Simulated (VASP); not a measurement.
A run of VASP 6.6.1:

The input INCAR:

```
PREC     = Accurate       # precision mode
ENCUT    = 600            # plane-wave cutoff, eV
EDIFF    = 1E-6           # SCF threshold, eV
ISMEAR   = -1             # smearing method
SIGMA    = 0.05           # smearing width, eV
LREAL    = F              # projectors in reciprocal space
LASPH    = T              # aspherical terms in the spheres
NELM     = 100            # most SCF steps
ALGO     = Normal         # electronic algorithm
ISIF     = 3              # what is computed and relaxed
LWAVE    = F              # write WAVECAR
LCHARG   = F              # write CHGCAR
GGA      = RP             # functional
IBRION   = 2              # ionic algorithm
NSW      = 40             # ionic steps
EDIFFG   = -0.02          # ionic threshold
KPAR     = 4
```

Contents of KPOINTS:

```
Automatic mesh
0
Gamma
  5 5 4
```

The input POSCAR:

```
Hf2Pd2Se2Br2O3
1.0
    5.7607000000      0.0000000000      0.0000000000
   -0.5224700000      5.8472000000      0.0000000000
   -1.4884500000     -0.8866300000      6.6503700000
Hf Pd Se Br O
2 2 2 2 3
Direct
    0.7454000000      0.3960200000      0.3498900000
    0.2876300000      0.4532200000      0.5940100000
    0.9085400000      0.1329400000      0.8484900000
    0.2524900000      0.9032300000      0.3587400000
    0.6346900000      0.4035500000      0.9371600000
    0.6259700000      0.7817400000      0.5302300000
    0.8527300000      0.9908900000      0.1535500000
    0.2252600000      0.8208400000      0.8622300000
    0.9604000000      0.2892500000      0.5902600000
    0.4323300000      0.2452400000      0.4086400000
    0.0745700000      0.5830800000      0.3668200000
```

Potentials or basis: VASP PAW PBE potentials, release 64 (Hf_pv, Pd, Se, Br, O).

Command:

```console
$ cat potpaw_PBE.64/Hf_pv/POTCAR potpaw_PBE.64/Pd/POTCAR potpaw_PBE.64/Se/POTCAR potpaw_PBE.64/Br/POTCAR potpaw_PBE.64/O/POTCAR > POTCAR
$ mpirun -np 4 vasp_std > vasp.out
```

Hardware: 4 MPI ranks on Intel(R) Xeon(R) Platinum 8488C (Sapphire Rapids), on a shared host.

Question: How long does it take, and how much memory?

Answer: It took 26 min on 4 MPI ranks on Intel(R) Xeon(R) Platinum 8488C (Sapphire Rapids), with other jobs on the host, peak memory 0.86 GiB a rank. Counts: scf iterations 146, k points 51, ion steps 19.
